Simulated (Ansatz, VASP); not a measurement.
# ZnS (Wurtzite-2H) in two plane-wave programs, part 2 of 3

One calculation is typed for both programs; each brings its own data sets. How far apart do they land? The cell is taken from a series of runs on this material, whose earlier steps may have relaxed, scaled, displaced or heated it; both programs get it as it stands.

VASP 6.6.1 and Ansatz 0.2.0.

So far: Starting point; Ansatz: zone-centre phonons, LDA.

**3. VASP: zone-centre phonons, LDA**

Level of this step: LDA; plane waves and PAW (S, Zn) (VASP).

The same cell, functional (in two slightly different forms) and mesh now go to VASP, with its own data sets.

Lines of VASP's logs that name or quote its potential files are left out, and so is its time.

Contents of INCAR:

```
SYSTEM = ZnS
PREC = Accurate
ENCUT = 500
EDIFF = 1E-08
NELM = 120
ISMEAR = 0
SIGMA = 0.01
LREAL = .FALSE.
ALGO = Normal
GGA = CA
NBANDS = 24
LORBIT = 11
LWAVE = .FALSE.
LCHARG = .FALSE.
ISIF = 2
IBRION = 8
LEPSILON = .TRUE.
LASPH = .TRUE.
GGA_COMPAT = .FALSE.
EFERMI = MIDGAP
KPAR = 2
```

Contents of POSCAR:

```
ZnS
1.0
    3.6854536540      0.0000000000      0.0000000000
   -1.8427268270      3.1916964888      0.0000000000
    0.0000000000      0.0000000000      6.0670021816
S Zn
2 2
Direct
    0.3333333333      0.6666666667      0.3790983008
    0.6666666667      0.3333333333      0.8790983008
    0.3333333333      0.6666666667      0.0059016992
    0.6666666667      0.3333333333      0.5059016992
```

Contents of KPOINTS:

```
Automatic mesh
0
Gamma
12 12 8
0 0 0
```

The projector-augmented-wave data sets are S and Zn (LDA family, release 64).

The run is started by

```bash
mpirun -np 2 vasp_std
```

What it wrote:

```text
[banner, memory and clock lines left out]
running    2 mpi-ranks, on    1 nodes
 distrk:  each k-point on    1 cores,    2 groups
 distr:  one band on    1 cores,    1 groups

 POSCAR found type information on POSCAR S Zn
 POSCAR found :  2 types and       4 ions
 LDA part: xc-table for (Slater(with rela. corr.)+CA(PZ))
 , standard interpolation
 POSCAR, INCAR and KPOINTS ok, starting setup
 FFT: planning ... GRIDC
 FFT: planning ... GRID_SOFT
 FFT: planning ... GRID
 WAVECAR not read
 entering main loop
       N       E                     dE             d eps       ncg     rms          rms(c)
DAV:   1     0.233771317784E+03    0.23377E+03   -0.17159E+04  4560   0.183E+03
DAV:   2     0.412423669378E+01   -0.22965E+03   -0.22158E+03  4808   0.366E+02
DAV:   3    -0.168276022050E+02   -0.20952E+02   -0.20841E+02  5720   0.113E+02
DAV:   4    -0.172574862435E+02   -0.42988E+00   -0.42957E+00  5376   0.168E+01
DAV:   5    -0.172653952226E+02   -0.79090E-02   -0.79081E-02  5784   0.217E+00    0.118E+01
DAV:   6    -0.163917631644E+02    0.87363E+00   -0.19534E+00  6552   0.438E+01    0.877E+00
DAV:   7    -0.163893433617E+02    0.24198E-02   -0.18184E+00  4936   0.822E+00    0.342E+00
DAV:   8    -0.163645729658E+02    0.24770E-01   -0.66143E-02  6216   0.218E+00    0.106E+00
DAV:   9    -0.163624192245E+02    0.21537E-02   -0.21625E-02  6344   0.172E+00    0.299E-01
DAV:  10    -0.163624508616E+02   -0.31637E-04   -0.62744E-04  5584   0.354E-01    0.174E-01
DAV:  11    -0.163624715606E+02   -0.20699E-04   -0.66906E-05  5696   0.734E-02    0.737E-02
DAV:  12    -0.163624690254E+02    0.25352E-05   -0.70335E-06  5968   0.178E-02    0.113E-02
DAV:  13    -0.163624691527E+02   -0.12729E-06   -0.77969E-07  6336   0.113E-02    0.353E-03
DAV:  14    -0.163624692016E+02   -0.48912E-07   -0.11129E-07  5736   0.290E-03    0.109E-03
DAV:  15    -0.163624691829E+02    0.18715E-07   -0.10571E-07  6160   0.356E-03    0.367E-04
DAV:  16    -0.163624691840E+02   -0.11310E-08   -0.22065E-08  3968   0.132E-03
   1 F= -.16362469E+02 E0= -.16362469E+02  d E =0.000000E+00
 Linear response reoptimize wavefunctions to high precision
DAV:   1    -0.163624691839E+02    0.41382E-10   -0.48668E-09  4472   0.344E-04
DAV:   2    -0.163624691840E+02   -0.70031E-10   -0.31193E-10  2792   0.141E-04
 Linear response G [H, r] |phi>, progress :
  Direction:   1
       N       E                     dE             d eps       ncg     rms
RMM:   1    -0.805160890158E+02   -0.80516E+02    0.51038E+02  8787   0.977E+01
RMM:   2    -0.898097102589E+02   -0.92936E+01   -0.31592E+01  7384   0.373E+01
RMM:   3    -0.904065196879E+02   -0.59681E+00   -0.24312E+00  8135   0.101E+01
RMM:   4    -0.904313442995E+02   -0.24825E-01   -0.12719E-01  8279   0.212E+00
RMM:   5    -0.904324035514E+02   -0.10593E-02   -0.14853E-02  8336   0.555E-01
RMM:   6    -0.904325459630E+02   -0.14241E-03   -0.22397E-03  8475   0.163E-01
RMM:   7    -0.904325713690E+02   -0.25406E-04   -0.49094E-04  8568   0.545E-02
RMM:   8    -0.904325747722E+02   -0.34032E-05   -0.99362E-05  8636   0.200E-02
RMM:   9    -0.904325733449E+02    0.14273E-05   -0.32475E-04  8570   0.852E-03
RMM:  10    -0.904325727540E+02    0.59084E-06   -0.39241E-04  6968   0.410E-03
RMM:  11    -0.904325720570E+02    0.69708E-06   -0.32223E-04  5963   0.219E-03
RMM:  12    -0.904325714852E+02    0.57178E-06   -0.29068E-04  5408   0.165E-03
RMM:  13    -0.904325719428E+02   -0.45761E-06   -0.29315E-04  5087   0.139E-03
RMM:  14    -0.904325719393E+02    0.34981E-08   -0.32969E-04  4918   0.132E-03
RMM:  15    -0.904325718161E+02    0.12323E-06   -0.40239E-04  4798   0.124E-03
RMM:  16    -0.904325711762E+02    0.63989E-06   -0.40093E-04  4658   0.126E-03
RMM:  17    -0.904325712322E+02   -0.56024E-07   -0.33823E-04  4566   0.122E-03
 Linear response G [H, r] |phi>, progress :
  Direction:   2
       N       E                     dE             d eps       ncg     rms
RMM:   1    -0.951872279016E+02   -0.95187E+02    0.32082E+02  8874   0.940E+01
RMM:   2    -0.101624064726E+03   -0.64368E+01   -0.25140E+01  7303   0.357E+01
RMM:   3    -0.102203552837E+03   -0.57949E+00   -0.19611E+00  8133   0.928E+00
RMM:   4    -0.102231501505E+03   -0.27949E-01   -0.99303E-02  8198   0.200E+00
RMM:   5    -0.102232963763E+03   -0.14623E-02   -0.14878E-02  8305   0.565E-01
RMM:   6    -0.102233179008E+03   -0.21525E-03   -0.31426E-03  8427   0.178E-01
RMM:   7    -0.102233151205E+03    0.27803E-04   -0.10160E-03  8512   0.630E-02
RMM:   8    -0.102233143615E+03    0.75897E-05   -0.45465E-04  8618   0.243E-02
RMM:   9    -0.102233126619E+03    0.16996E-04   -0.12527E-04  8517   0.100E-02
RMM:  10    -0.102233123964E+03    0.26555E-05   -0.72877E-05  6855   0.467E-03
RMM:  11    -0.102233113806E+03    0.10158E-04    0.12743E-04  6039   0.258E-03
RMM:  12    -0.102233112299E+03    0.15073E-05    0.19512E-04  5481   0.187E-03
RMM:  13    -0.102233111072E+03    0.12269E-05    0.19215E-04  5037   0.160E-03
[...]
RMM:  11    -0.103919703785E+01   -0.50247E-05   -0.52484E-07 26940   0.811E-04    0.177E-04
RMM:  12    -0.103919688902E+01    0.14883E-06    0.30854E-07 24414   0.351E-04    0.318E-05
RMM:  13    -0.103919656913E+01    0.31988E-06   -0.75197E-08 15454   0.155E-04    0.491E-06
 change of polarisation eV/A/(eV/A) component  1 :     1.978    -0.098     0.000
[...]
change of polarisation eV/A/(eV/A) component  3 :    -0.218    -0.189     2.033
 dielectric tensor                  component  3 :    -0.552    -0.480     6.155
 Linear response DOF=           4
 Linear response progress:
  Degree of freedom:   1/  4
       N       E                     dE             d eps       ncg     rms          rms(c)
RMM:   1    -0.106907843661E+00   -0.10691E+00    0.48371E-02 70028   0.206E+00
RMM:   2    -0.103487226576E+00    0.34206E-02   -0.68427E-03 42880   0.695E-01    0.184E-01
RMM:   3    -0.103934526820E+00   -0.44730E-03   -0.63218E-04 48601   0.167E-01    0.883E-02
RMM:   4    -0.104302552400E+00   -0.36803E-03   -0.94720E-05 47453   0.557E-02    0.218E-02
RMM:   5    -0.104356893125E+00   -0.54341E-04   -0.10099E-05 50147   0.149E-02    0.103E-02
RMM:   6    -0.104329588029E+00    0.27305E-04   -0.16435E-06 49922   0.523E-03    0.372E-03
RMM:   7    -0.104339036515E+00   -0.94485E-05   -0.12813E-07 47949   0.195E-03    0.949E-04
RMM:   8    -0.104337784738E+00    0.12518E-05   -0.62850E-08 50681   0.626E-04    0.681E-05
RMM:   9    -0.104337000593E+00    0.78414E-06   -0.42772E-08 49229   0.205E-04    0.540E-05
RMM:  10    -0.104336969787E+00    0.30806E-07   -0.18859E-08 51212   0.756E-05    0.113E-05
RMM:  11    -0.104337090520E+00   -0.12073E-06   -0.13988E-08 47820   0.378E-05    0.295E-06
RMM:  12    -0.104337060774E+00    0.29746E-07   -0.16863E-08 48329   0.201E-05    0.756E-07
RMM:  13    -0.104337058344E+00    0.24307E-08   -0.20412E-08 34393   0.122E-05    0.617E-07
 first order change of Fermi-energy  -0.62753E-01
 force on displaced ion       1 direction 1 :  -8.488   0.000   0.000
 Born effective charge ion    1 direction 1 :  -1.786  -0.000  -0.000
 Linear response progress:
  Degree of freedom:   2/  4
       N       E                     dE             d eps       ncg     rms          rms(c)
RMM:   1    -0.129096126251E+00   -0.12910E+00    0.58600E-02 16322   0.210E+00
RMM:   2    -0.123719316624E+00    0.53768E-02   -0.85716E-03  9436   0.812E-01    0.220E-01
RMM:   3    -0.123960589611E+00   -0.24127E-03   -0.11627E-03 10976   0.208E-01    0.109E-01
RMM:   4    -0.124180465549E+00   -0.21988E-03   -0.10547E-04  9935   0.682E-02    0.357E-02
RMM:   5    -0.124211397770E+00   -0.30932E-04   -0.32192E-05 10724   0.270E-02    0.947E-03
RMM:   6    -0.124196751782E+00    0.14646E-04   -0.62031E-06 11087   0.747E-03    0.510E-03
RMM:   7    -0.124197786121E+00   -0.10343E-05   -0.11613E-06 11433   0.189E-03    0.226E-03
RMM:   8    -0.124200319333E+00   -0.25332E-05    0.81481E-08 10057   0.156E-03    0.253E-04
RMM:   9    -0.124200648495E+00   -0.32916E-06    0.11614E-07 11543   0.410E-04    0.123E-04
RMM:  10    -0.124200523568E+00    0.12493E-06    0.28552E-07 11305   0.148E-04    0.264E-05
RMM:  11    -0.124200584924E+00   -0.61355E-07    0.30796E-07 10219   0.672E-05    0.188E-05
RMM:  12    -0.124200514678E+00    0.70245E-07    0.33271E-07 11437   0.276E-05    0.296E-06
RMM:  13    -0.124200529234E+00   -0.14556E-07    0.37323E-07 11161   0.137E-05    0.258E-06
RMM:  14    -0.124200538551E+00   -0.93175E-08    0.34694E-07  9200   0.957E-06    0.601E-07
RMM:  15    -0.124200537868E+00    0.68297E-09    0.34446E-07  6482   0.779E-06    0.226E-07
RMM:  16    -0.124200537256E+00    0.61226E-09    0.34124E-07  5434   0.743E-06    0.775E-08
 first order change of Fermi-energy  -0.67425E-01
 force on displaced ion       1 direction 3 :  -0.000  -0.000 -11.750
 Born effective charge ion    1 direction 3 :   0.000  -0.000  -1.893
 Linear response progress:
  Degree of freedom:   3/  4
       N       E                     dE             d eps       ncg     rms          rms(c)
RMM:   1    -0.213001469710E+00   -0.21300E+00    0.79205E-03 42131   0.198E+00
RMM:   2    -0.210497052038E+00    0.25044E-02   -0.40192E-03 43185   0.485E-01    0.141E-01
RMM:   3    -0.210352002488E+00    0.14505E-03   -0.16039E-04 50073   0.781E-02    0.820E-02
RMM:   4    -0.210147619589E+00    0.20438E-03   -0.26278E-05 49963   0.283E-02    0.535E-03
RMM:   5    -0.210144846278E+00    0.27733E-05   -0.36791E-06 51312   0.550E-03    0.193E-03
RMM:   6    -0.210149054514E+00   -0.42082E-05   -0.20702E-07 51465   0.222E-03    0.308E-04
RMM:   7    -0.210149608222E+00   -0.55371E-06   -0.40200E-07 51709   0.669E-04    0.184E-04
RMM:   8    -0.210149970646E+00   -0.36242E-06   -0.22926E-07 51105   0.280E-04    0.375E-05
RMM:   9    -0.210149801073E+00    0.16957E-06   -0.10975E-07 51838   0.852E-05    0.228E-05
RMM:  10    -0.210149681063E+00    0.12001E-06   -0.17423E-08 50410   0.411E-05    0.236E-06
RMM:  11    -0.210149669822E+00    0.11241E-07   -0.16087E-08 50525   0.183E-05    0.105E-06
RMM:  12    -0.210149672447E+00   -0.26256E-08   -0.39956E-09 40559   0.110E-05    0.349E-07
 first order change of Fermi-energy  -0.13979E+00
 force on displaced ion       3 direction 1 :  -7.748   0.000   0.000
 Born effective charge ion    3 direction 1 :   1.785  -0.000   0.000
 Linear response progress:
  Degree of freedom:   4/  4
       N       E                     dE             d eps       ncg     rms          rms(c)
RMM:   1    -0.220646712719E+00   -0.22065E+00    0.65462E-03  9508   0.200E+00
RMM:   2    -0.217131682757E+00    0.35150E-02   -0.43968E-03  9798   0.514E-01    0.170E-01
RMM:   3    -0.216888845291E+00    0.24284E-03   -0.22755E-04 11230   0.955E-02    0.888E-02
RMM:   4    -0.216632837205E+00    0.25601E-03   -0.54846E-05 11108   0.478E-02    0.218E-02
RMM:   5    -0.216592338483E+00    0.40499E-04   -0.27940E-05 11539   0.167E-02    0.661E-03
RMM:   6    -0.216597264480E+00   -0.49260E-05   -0.72346E-07 10699   0.516E-03    0.379E-03
RMM:   7    -0.216603803597E+00   -0.65391E-05   -0.60013E-07 11022   0.291E-03    0.987E-04
RMM:   8    -0.216605025513E+00   -0.12219E-05    0.93166E-09 11336   0.917E-04    0.236E-04
RMM:   9    -0.216604670930E+00    0.35458E-06   -0.27837E-07 11649   0.293E-04    0.705E-05
RMM:  10    -0.216604457191E+00    0.21374E-06   -0.96079E-08 11714   0.129E-04    0.282E-05
RMM:  11    -0.216604438783E+00    0.18408E-07   -0.93956E-08 11696   0.456E-05    0.894E-06
RMM:  12    -0.216604456633E+00   -0.17850E-07    0.36775E-10 11675   0.236E-05    0.779E-06
RMM:  13    -0.216604463833E+00   -0.72006E-08   -0.18403E-08 10457   0.130E-05    0.152E-06
 first order change of Fermi-energy   0.67354E-01
 force on displaced ion       3 direction 3 :  -0.000   0.000  -9.658
 Born effective charge ion    3 direction 3 :   0.000   0.000   1.893
 Born effective charges drift removed
 Linear response finished
```

(Part 2 of 3 ends here.)

[Lines on the potential files, build, host, timing and source positions are cut from VASP's logs without a mark.]

[Logs are printed without paths, hosts, clocks, repeated set-up lines and the standing remarks that a program may print on its own settings, such as how far it seeks lower states.]

[Hosts, paths, dates, database ids (printed as entryN), source tags and the programs' standing remarks are cut or masked in the printed files.]
